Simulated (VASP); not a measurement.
All values below come from LDA (Ceperley-Alder, Perdew-Zunger), VASP's LDA PAW potentials (set 64) (plane waves; VASP 6.6.1). For the first row: Run with 400 eV cut-off, 10×10×7 Γ-centred mesh, tetrahedra with Blöchl corrections, potentials Ba_sv Si.

```tsv
system	energy (eV/atom)
BaSi₂ (space group P6/mmm)	-5.1377
Ba (bcc)	-2.2501
Si (diamond)	-5.9588
```

The references are the elements' solids at the same level; no temperature or zero-point terms are added.

### Question
What is the formation energy per atom of BaSi2?

### Answer
The references average (1×(-2.2501) + 2×(-5.9588))/3 = -4.7226 eV, so the formation energy is -5.1377 − (-4.7226) = -0.415 eV/atom.
